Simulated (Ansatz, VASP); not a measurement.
**SF6 in two plane-wave programs**

Aim: how closely do two programs agree when they are given the same cell, functional and k mesh? The cell is taken from a series of runs on this material, whose earlier steps may have relaxed, scaled, displaced or heated it; both programs get it as it stands.

Main program and level: Ansatz 0.2.0; plane waves, with VASP 6.6.1 beside it; dielectric response at LDA.

**1. Starting point**

Symmetry: Im-3m, No. 229, cubic system. Conventional cell: a = 5.747 Å, b = 5.747 Å, c = 5.747 Å, α = 90.00°, β = 90.00°, γ = 90.00°. Nearest to S lie 6 F at 1.58 Å. Nearest to F lie 1 S at 1.58 Å. Farther neighbours and most contacts between anions are not listed.

**2. Ansatz: dielectric response, LDA**

Ansatz runs on its default PAW (the set named soft_2) files.

The response to a field tests empty states and converges slowly with the mesh.

File input.yaml:

```yaml
crystal:
  lattice:
    - [-2.8735047362, 2.8735047362, 2.8735047362]
    - [2.8735047362, -2.8735047362, 2.8735047362]
    - [2.8735047362, 2.8735047362, -2.8735047362]
  atoms:
    - { symbol: S, position: [0.0, 0.0, 0.0] }
    - { symbol: F, position: [0.72562721, 0.72562721, 0.0] }
    - { symbol: F, position: [0.27437279, 0.27437279, 0.0] }
    - { symbol: F, position: [0.0, 0.27437279, 0.27437279] }
    - { symbol: F, position: [0.0, 0.72562721, 0.72562721] }
    - { symbol: F, position: [0.72562721, 0.0, 0.72562721] }
    - { symbol: F, position: [0.27437279, 0.0, 0.27437279] }
kpoints:
  mp_grid: { grid: [6, 6, 6] }
hamiltonian:
  xc: lda
scf:
  occupations: { method: fixed }
dielectric: {}
```

Run with:

```bash
$ ansatz run input.yaml --threads 4 --pin off --max-ram 5529MiB --backend cpu --events-out ev --progress --plain --runs-dir out
```

Numbers of over 12 decimals in the logs are rounded to 6 here.

Log:

```text
Engine: ansatz 0.2.0, aarch64-unknown-linux-gnu
Pseudopotentials: kind: paw
Pseudopotential: S, paw, valence charge 6, recommended cutoff 420 eV (normal), S.paw.azcp
Pseudopotential: F, paw, valence charge 7, recommended cutoff 420 eV (normal), F.paw.azcp
Functional definition: SPW92
  exchange = slater_x
  correlation = pw_c
Crystal: 7 atoms, lattice volume = 94.906 Å³
Basis set: ecut = 420 eV, 1865 PW (Γ), exchange–correlation on 72×72×72 points (8 copies of the dense FFT grid, shifted against one another)
Bands: 31, of which v1, the nominal top of the filled ones, is band 24 counted from 1 (23 counted from 0)
Symmetry: 48 space group operations
k-points: 30 of 216 (irreducible under 8 space group operations, time reversal used)
Non-local potential: S, projectors of the file, l = 0: 2, l = 1: 2, l = 2: 2
Non-local potential: F, projectors of the file, l = 0: 2, l = 1: 2, l = 2: 1
PAW form: soft (Blöchl's): semilocal exchange-correlation on the pseudo side does not see the compensation charge
PAW frozen core: S, regenerated for the run's functional, and the local potential with it (the file was generated under x = pbe(κ = 0.804, μ = 0.219515), c = pbe(β = 0.066725))
PAW frozen core: F, regenerated for the run's functional, and the local potential with it (the file was generated under x = pbe(κ = 0.804, μ = 0.219515), c = pbe(β = 0.066725))
PAW one-centre angular grid: S, 110 points (default); XC on 64 Gauss nodes
PAW one-centre angular grid: F, 110 points (default); XC on 64 Gauss nodes
Initial density: superposition of atomic densities (neutral atoms: chi_scale 0, normalization atom), corrected by the library's trained network
Initial wavefunctions: pseudopotential atomic-orbital guess
Functional: x = slater, c = lda
SCF iter   1: F=—  HF=-5628.056082 eV  |F-HF|=—  |Δ(HF+E_count)|=         —  Δρ=1.57e-2  dr2=1.36e-1  ethr=1.77e-3  ⟨swp⟩=4.8  Hψ=4343  notcnv=0  defer=138
preconditioner: auto → Resta (q_TF=auto, 2.435 Å⁻¹)  ε∞=2.9  [insulator: Δε(μ)=6.097 eV  Ē_g=19.365 eV  n_scr=18 (ndim 8)  ℏωp=26.4 eV  f_vac=0.318  ε∞_Penn≈2.9]
SCF iter   2: F=—  HF=-5628.015507 eV  |F-HF|=—  |Δ(HF+E_count)|=   4.06e-2  Δρ=3.67e-3  dr2=6.42e-3  ethr=2.84e-4  ⟨swp⟩=2.0  Hψ=1654  notcnv=0  defer=142
SCF iter   3: F=—  HF=-5628.014372 eV  |F-HF|=—  |Δ(HF+E_count)|=   1.13e-3  Δρ=1.86e-3  dr2=1.63e-3  ethr=1.34e-5  ⟨swp⟩=2.4  Hψ=1407  notcnv=0  defer=147
SCF iter   4: F=—  HF=-5628.014072 eV  |F-HF|=—  |Δ(HF+E_count)|=   3.00e-4  Δρ=2.31e-4  dr2=2.48e-5  ethr=3.40e-6  ⟨swp⟩=2.1  Hψ=1388  notcnv=0  defer=147
SCF iter   5: F=—  HF=-5628.014074 eV  |F-HF|=—  |Δ(HF+E_count)|=   1.59e-6  Δρ=4.08e-5  dr2=1.38e-6  ethr=5.16e-8  ⟨swp⟩=2.8  Hψ=1525  notcnv=0  defer=76
SCF iter   6: F=—  HF=-5628.014074 eV  |F-HF|=—  |Δ(HF+E_count)|=   2.69e-8  Δρ=7.26e-6  dr2=3.84e-8  ethr=2.88e-9  ⟨swp⟩=2.2  Hψ=1431  notcnv=0  defer=66
SCF iter   7: F=—  HF=-5628.014074 eV  |F-HF|=—  |Δ(HF+E_count)|=   3.94e-8  Δρ=1.34e-6  dr2=9.36e-10  ethr=8.01e-11  ⟨swp⟩=3.0  Hψ=1727  notcnv=0  defer=66
SCF iter   8: F=-5628.014074 eV  HF=-5628.014074 eV  |F-HF|=2.64e-11  |Δ(HF+E_count)|=   1.44e-9  Δρ=1.74e-7  dr2=2.33e-11  ethr=1.00e-12  ⟨swp⟩=10.4  Hψ=4006  notcnv=0
SCF 1 converged in 8 iterations: F = -5628.014074 eV  dr2 = 2.33e-11
  greatest PAW one-centre occupation: 0.933 electrons in one spin orbital (limit 2), on the F atom at site 6 (counted from 0), in its partial waves of l = 0
NSCF: frozen V_eff on 1 k-points
DFPT response loops at Γ: preconditioner auto → none (the input reference at scf.mixing.eps_inf says where Resta's filter doesn't serve); β = 0.50; Broyden in place of MSR1
SCF converged after 8 iterations
Free energy (F): -5628.014074 eV
Harris-Foulkes:  -5628.014074 eV  (|F-HF|=2.64e-11)
Internal energy: -5628.014074 eV  (E = F + TS)
E sigma→0 (E₀):  -5628.014074 eV
Fermi energy:    -2.066797 eV
--- Per-component energies (eV) ---
  E_band       = -474.764577
  E_kinetic    = 1349.658518
  E_local      = -4802.106880  (includes V_loc(G=0)·N_el)
  E_nonlocal   = 479.664087
  E_hartree    = 1798.649417
  E_xc         = -561.775417
  E_vxc        = -690.881906  (∫ρ·V_xc dr)
  E_paw        = -1694.073378  (= ΣΔE_a)
  E_vpaw       = -408.409332  (= ΣTr[D̂ρ^β])
  E_aug_tail   = 0.012203  (compensation charges beyond the density's cutoff)
  E_ewald      = -2198.875333
  E_core_change = 0.832708  (= ΣΔE_core)
  E_smearing   = -0.000000  (= −TS)
  E_closure    = 0.000000  (closes the sum)
  Σ components = -5628.014074   (vs F -5628.014074, Δ=0.00e0)
--- Band table (eV; the first three rows and the last of 30) ---
  k-point 0: bands = [... 20 lower, -3.1992, -2.0668, -2.0668, -2.0668, 4.0989, 8.2142, 10.0186, 10.0186, ... 3 higher]
  k-point 1: bands = [... 20 lower, -3.2228, -2.1102, -2.0919, -2.0918, 4.3407, 8.3998, 9.8041, 9.8986, ... 3 higher]
  k-point 2: bands = [... 20 lower, -3.2721, -2.2095, -2.1516, -2.1427, 4.8400, 8.7883, 9.3894, 9.7745, ... 3 higher]
  k-point 29: bands = [... 20 lower, -3.1541, -2.1257, -2.1257, -2.1257, 4.6464, 9.8760, 9.8760, 9.8760, ... 3 higher]
--- Dielectric response (ions clamped): 1 representative field direction + reference, on 30 of 216 k-points (Σ response iterations 8) ---
  k mesh reduced under 8 symmetry operations, with k and −k counted as one. Each operation leaves every solved perturbation unchanged. A smaller set is not considered because the run solves the response to a homogeneous field
  ε∞ (high-frequency dielectric tensor):
        1.814004    -0.000000     0.000000
       -0.000000     1.814004    -0.000000
       -0.000000     0.000000     1.814004
  Born effective charges Z* (e; rows j = field, columns β = displacement):
    site 0:
         3.98043   -0.00000   -0.00000
        -0.00000    3.98043    0.00000
         0.00000   -0.00000    3.98043
    site 1:
        -0.45145   -0.00000    0.00000
        -0.00000   -0.45145    0.00000
         0.00000   -0.00000   -1.08731
    site 2:
        -0.45145   -0.00000   -0.00000
        -0.00000   -0.45145   -0.00000
        -0.00000   -0.00000   -1.08731
    site 3:
        -1.08731   -0.00000   -0.00000
         0.00000   -0.45145    0.00000
        -0.00000   -0.00000   -0.45145
    site 4:
        -1.08731    0.00000   -0.00000
         0.00000   -0.45145    0.00000
        -0.00000   -0.00000   -0.45145
    site 5:
        -0.45145    0.00000   -0.00000
         0.00000   -1.08731    0.00000
         0.00000    0.00000   -0.45145
    site 6:
        -0.45145   -0.00000   -0.00000
        -0.00000   -1.08731    0.00000
         0.00000   -0.00000   -0.45145
  Z* charge neutrality: 2.224e-5 e pre-enforcement
  k-mesh period / interband length: 29.9 Å / 0.83 Å = 35.80 at k = (0.0000, 0.0000, 0.0000), direct gap 6.166 eV — 14 or more, which is no proof of convergence
```

Reading the cycles: dr2 is the Hartree energy of the density residual (eV), the measure of convergence; HF is the Harris–Foulkes estimate of the energy, which meets the free energy F at convergence.

(Part 1 of 2 ends here.)

[Lines on the potential files, build, host, timing and source positions are cut from VASP's logs without a mark.]

[Logs are printed without paths, hosts, clocks, repeated set-up lines and the standing remarks that a program may print on its own settings, such as how far it seeks lower states.]

[Hosts, paths, dates, database ids (printed as entryN), source tags and the programs' standing remarks are cut or masked in the printed files.]
